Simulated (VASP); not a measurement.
OSZICAR of a VASP run on TiO$_{2}$ (rutile):

**OSZICAR**
```
       N       E                     dE             d eps       ncg     rms          rms(c)
DAV:   1     0.678951353284E+03    0.67895E+03   -0.25538E+04  1344   0.208E+03
DAV:   2     0.263790757303E+02   -0.65257E+03   -0.63289E+03  1456   0.602E+02
DAV:   3    -0.958160759979E+02   -0.12220E+03   -0.11803E+03  2112   0.225E+02
DAV:   4    -0.101636827197E+03   -0.58208E+01   -0.58144E+01  1804   0.517E+01
DAV:   5    -0.101889251953E+03   -0.25242E+00   -0.25235E+00  1932   0.924E+00    0.330E+01
DAV:   6    -0.722694317786E+02    0.29620E+02   -0.83696E+01  1652   0.110E+02    0.910E+00
DAV:   7    -0.686903794840E+02    0.35791E+01   -0.52691E+00  1772   0.167E+01    0.519E+00
DAV:   8    -0.736122270856E+02   -0.49218E+01   -0.23094E+00  1584   0.124E+01    0.262E+00
DAV:   9    -0.690280211557E+02    0.45842E+01   -0.13628E+00  1384   0.986E+00    0.934E-01
DAV:  10    -0.696313626757E+02   -0.60334E+00   -0.28501E-01  1688   0.488E+00    0.528E-01
DAV:  11    -0.696561688740E+02   -0.24806E-01   -0.10248E-02  1768   0.848E-01    0.368E-01
DAV:  12    -0.697820591335E+02   -0.12589E+00   -0.55401E-02  1464   0.247E+00    0.161E-01
DAV:  13    -0.697881309460E+02   -0.60718E-02   -0.95894E-03  1640   0.104E+00    0.406E-02
DAV:  14    -0.697898294791E+02   -0.16985E-02   -0.11656E-03  1756   0.328E-01    0.239E-02
DAV:  15    -0.697892689212E+02    0.56056E-03   -0.41776E-04  1496   0.193E-01    0.255E-02
DAV:  16    -0.697898815287E+02   -0.61261E-03   -0.52230E-04  1496   0.220E-01    0.882E-03
DAV:  17    -0.697899169715E+02   -0.35443E-04   -0.33504E-05  1380   0.630E-02    0.339E-03
DAV:  18    -0.697899197553E+02   -0.27837E-05   -0.19765E-06  1036   0.138E-02    0.264E-03
DAV:  19    -0.697899203162E+02   -0.56099E-06   -0.88735E-07   908   0.131E-02
   1 F= -.69789920E+02 E0= -.69789920E+02  d E =-.697899E+02
       N       E                     dE             d eps       ncg     rms          rms(c)
DAV:   1    -0.699364131948E+02   -0.14649E+00   -0.52071E+00  1880   0.272E+01    0.360E+00
DAV:   2    -0.698101259525E+02    0.12629E+00   -0.54572E-01  1528   0.749E+00    0.157E+00
DAV:   3    -0.697821099093E+02    0.28016E-01   -0.27615E-01  1624   0.338E+00    0.348E-01
DAV:   4    -0.697802905604E+02    0.18193E-02   -0.40911E-02  1472   0.152E+00    0.267E-01
DAV:   5    -0.697822612062E+02   -0.19706E-02   -0.17324E-03  1644   0.434E-01    0.184E-01
DAV:   6    -0.697848678401E+02   -0.26066E-02   -0.10412E-02  2068   0.653E-01    0.116E-01
DAV:   7    -0.697848371295E+02    0.30711E-04   -0.11712E-03  1936   0.340E-01    0.878E-02
DAV:   8    -0.697848360774E+02    0.10521E-05   -0.18406E-04  1732   0.143E-01    0.401E-02
DAV:   9    -0.697848805366E+02   -0.44459E-04   -0.76236E-05  1644   0.952E-02    0.208E-02
DAV:  10    -0.697848693147E+02    0.11222E-04   -0.34759E-05  1532   0.654E-02    0.714E-03
DAV:  11    -0.697848737641E+02   -0.44494E-05   -0.65610E-06  1524   0.254E-02    0.576E-03
DAV:  12    -0.697848734865E+02    0.27760E-06   -0.21406E-06  1036   0.179E-02
   2 F= -.69784873E+02 E0= -.69784873E+02  d E =0.504683E-02
       N       E                     dE             d eps       ncg     rms          rms(c)
DAV:   1    -0.698487807460E+02   -0.63907E-01   -0.18332E+00  1896   0.159E+01    0.216E+00
DAV:   2    -0.698029352620E+02    0.45845E-01   -0.18365E-01  1520   0.432E+00    0.926E-01
DAV:   3    -0.697938410743E+02    0.90942E-02   -0.93552E-02  1592   0.204E+00    0.210E-01
DAV:   4    -0.697927091962E+02    0.11319E-02   -0.12997E-02  1464   0.836E-01    0.139E-01
DAV:   5    -0.697935132139E+02   -0.80402E-03   -0.60953E-04  1784   0.243E-01    0.101E-01
DAV:   6    -0.697944573808E+02   -0.94417E-03   -0.34019E-03  2088   0.327E-01    0.748E-02
DAV:   7    -0.697945570895E+02   -0.99709E-04   -0.20550E-04  1768   0.144E-01    0.402E-02
DAV:   8    -0.697945605101E+02   -0.34207E-05   -0.72707E-05  1756   0.932E-02    0.162E-02
DAV:   9    -0.697945831881E+02   -0.22678E-04   -0.13070E-05  1832   0.373E-02    0.108E-02
DAV:  10    -0.697945819500E+02    0.12381E-05   -0.98179E-06  1532   0.336E-02    0.168E-03
DAV:  11    -0.697945859539E+02   -0.40038E-05   -0.18444E-06   880   0.162E-02    0.143E-03
DAV:  12    -0.697945856559E+02    0.29796E-06   -0.26827E-07   816   0.512E-03
   3 F= -.69794586E+02 E0= -.69794586E+02  d E =-.466534E-02
       N       E                     dE             d eps       ncg     rms          rms(c)
DAV:   1    -0.697949366700E+02   -0.35072E-03   -0.86660E-02  1344   0.264E+00    0.134E-01
DAV:   2    -0.697949486051E+02   -0.11935E-04   -0.29125E-03  1512   0.406E-01    0.787E-02
DAV:   3    -0.697948983096E+02    0.50295E-04   -0.25721E-04  1632   0.153E-01    0.269E-02
DAV:   4    -0.697948837141E+02    0.14596E-04   -0.72620E-05  1664   0.786E-02    0.788E-03
DAV:   5    -0.697948864517E+02   -0.27376E-05   -0.93295E-06  1304   0.304E-02    0.441E-03
DAV:   6    -0.697948854031E+02    0.10485E-05   -0.53965E-06  1276   0.242E-02    0.219E-03
DAV:   7    -0.697948878420E+02   -0.24389E-05   -0.23262E-06  1084   0.164E-02    0.831E-04
DAV:   8    -0.697948878594E+02   -0.17366E-07   -0.27187E-07   816   0.607E-03
   4 F= -.69794888E+02 E0= -.69794888E+02  d E =-.302203E-03
```

Question: Which electronic solver shows in the log?

Answer: It is blocked Davidson (ALGO = Normal, or the opening steps of other solvers). The INCAR had ALGO = Normal.

Question: Can the final energy be trusted as converged?

Answer: Self-consistency was reached. It stopped with EDIFF = 1E-6, NELM = 100, NSW = 60 and EDIFFG = -0.02 after 4 ionic steps (r2SCAN meta-GGA, plane waves, VASP's PBE PAW potentials (set 64)).

The compound is TiO2 in the rutile structure. This run relaxes it. Symmetry was kept, so distortions that lower it aren't found. The start is the result of an earlier pass.
